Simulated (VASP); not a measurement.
All values below come from PBE GGA, VASP's PBE PAW potentials (set 64) (plane waves; VASP).

The input files of a VASP run:

### KPOINTS
```
Automatic mesh
0
Gamma
7 7 7
0 0 0
```

**POSCAR**
```
PbS
1
    0.0000000000     3.0019069076     3.0019069076
    3.0019069076     0.0000000000     3.0019069076
    3.0019069076     3.0019069076     0.0000000000
Pb S
1 1
Direct
  0.0000000000   0.0000000000   0.0000000000
  0.5000000000   0.5000000000   0.5000000000
```

INCAR:
```
NSW  =  60
LMAXMIX  =  4
IBRION  =  2
LWAVE  =  .FALSE.
LCHARG  =  .FALSE.
GGA  =  PE   # PBE
EDIFF  =  1E-6   # SCF stop (eV)
LASPH  =  .TRUE.
ISMEAR  =  0   # Gaussian
ISIF  =  3   # ions, shape and volume
SIGMA  =  0.05   # width (eV)
ALGO  =  Normal
SYSTEM  =  PbS
LREAL  =  .FALSE.   # projection in real space or not
EDIFFG  =  -0.01   # ionic stop
NELM  =  100   # most electronic steps
ENCUT  =  400
PREC  =  Accurate
```

POTCAR, in this order: Pb_d S (PBE.64 set). Program: vasp_std.

The resulting files:

### OUTCAR
```
 ion  position               nearest neighbor table
   1  0.000  0.000  0.000-   2 3.00   2 3.00   2 3.00   2 3.00   2 3.00   2 3.00
   2  0.500  0.500  0.500-   1 3.00   1 3.00   1 3.00   1 3.00   1 3.00   1 3.00
  LATTYP: Found a face centered cubic cell.
 ALAT       =     6.0038138152
 Subroutine PRICEL returns:
 Original cell was already a primitive cell.
 Subroutine GETGRP returns: Found 48 space group operations
The static configuration has the point symmetry O_h .
The dynamic configuration has the point symmetry O_h .
 Subroutine INISYM returns: Found 48 space group operations
 Subroutine IBZKPT returns following result:
 Found     20 irreducible k-points:

 Following reciprocal coordinates:
            Coordinates               Weight
  0.000000  0.000000  0.000000      1.000000
  0.142857  0.000000  0.000000      8.000000
  0.285714  0.000000  0.000000      8.000000
  0.428571  0.000000  0.000000      8.000000
  0.142857  0.142857  0.000000      6.000000
  0.285714  0.142857  0.000000     24.000000
  0.428571  0.142857  0.000000     24.000000
 -0.428571  0.142857  0.000000     24.000000
 -0.285714  0.142857  0.000000     24.000000
...
```

### OSZICAR
```
       N       E                     dE             d eps       ncg     rms          rms(c)
DAV:   1     0.150417566726E+03    0.15042E+03   -0.85666E+03   560   0.124E+03
DAV:   2     0.307024766013E+01   -0.14735E+03   -0.14341E+03   608   0.326E+02
DAV:   3    -0.899411570891E+01   -0.12064E+02   -0.11818E+02   698   0.100E+02
DAV:   4    -0.927368707135E+01   -0.27957E+00   -0.27946E+00   658   0.192E+01
DAV:   5    -0.928553949181E+01   -0.11852E-01   -0.11852E-01   792   0.348E+00    0.438E+00
DAV:   6    -0.876572263970E+01    0.51982E+00   -0.16316E+00   814   0.973E+00    0.311E+00
DAV:   7    -0.876754082791E+01   -0.18182E-02   -0.15239E-01   596   0.220E+00    0.184E+00
DAV:   8    -0.877133572005E+01   -0.37949E-02   -0.17474E-02   602   0.165E+00    0.334E-01
DAV:   9    -0.877079114720E+01    0.54457E-03   -0.36660E-03   848   0.602E-01    0.968E-02
DAV:  10    -0.877101883273E+01   -0.22769E-03   -0.39715E-04   590   0.130E-01    0.608E-02
DAV:  11    -0.877102494810E+01   -0.61154E-05   -0.63633E-05   708   0.968E-02    0.113E-02
DAV:  12    -0.877102612360E+01   -0.11755E-05   -0.41348E-06   674   0.219E-02    0.298E-03
DAV:  13    -0.877102617204E+01   -0.48438E-07   -0.16339E-07   382   0.539E-03
   1 F= -.87710262E+01 E0= -.87710262E+01  d E =-.877103E+01
```

File OUTCAR:
```
------------------------ aborting loop because EDIFF is reached ----------------------------------------
  FORCE on cell =-STRESS in cart. coord.  units (eV):
  Direction    XX          YY          ZZ          XY          YZ          ZX
  --------------------------------------------------------------------------------------
  Total        0.0125050      0.0125050      0.0125050     -0.0000000      0.0000000      0.0000000
  in kB        0.3703168      0.3703168      0.3703168     -0.0000000      0.0000000      0.0000000
  external PRESSURE =       0.3703168 kB  Pullay stress =       0.0000000 kB
  volume of cell :       54.10
      direct lattice vectors                 reciprocal lattice vectors
     0.000000000  3.001906908  3.001906908    -0.166560795  0.166560795  0.166560795
     3.001906908  0.000000000  3.001906908     0.166560795 -0.166560795  0.166560795
     3.001906908  3.001906908  0.000000000     0.166560795  0.166560795 -0.166560795
  FREE ENERGIE OF THE ION-ELECTRON SYSTEM (eV)
  ---------------------------------------------------
  free  energy   TOTEN  =        -8.7710261720 eV

  energy  without entropy=       -8.7710261720  energy(sigma->0) =       -8.77102617

 reached required accuracy - stopping structural energy minimisation
```
(Selected blocks of OUTCAR.)

The compound is PbS in the rock salt structure. It was relaxed first. The start is the result of an earlier pass.
